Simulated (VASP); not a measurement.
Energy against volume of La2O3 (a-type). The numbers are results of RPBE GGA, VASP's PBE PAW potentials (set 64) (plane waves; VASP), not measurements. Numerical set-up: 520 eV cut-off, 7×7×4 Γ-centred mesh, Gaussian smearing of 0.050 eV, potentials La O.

Shape and ions are relaxed at each volume.

```
V (Å³/atom)  E (eV/atom)
-----------  -----------
16.553          -7.97656
17.065          -7.98217
17.577          -7.97800
18.089          -7.96537
```

Task: Fit these four points and predict the energy of the run at 16.041 Å³/atom.

Result: A cubic in V^(−2/3), the third-order Birch-Murnaghan form, passes through the four points with V0 = 17.09 Å³/atom and B0 = 101 GPa, and gives -7.9596 eV/atom there. The run gave -7.9597 eV/atom, -0.0 meV/atom from the fit; all five points give B0 = 101 GPa.

The compound is La2O3 in the a-type structure. It was relaxed first.
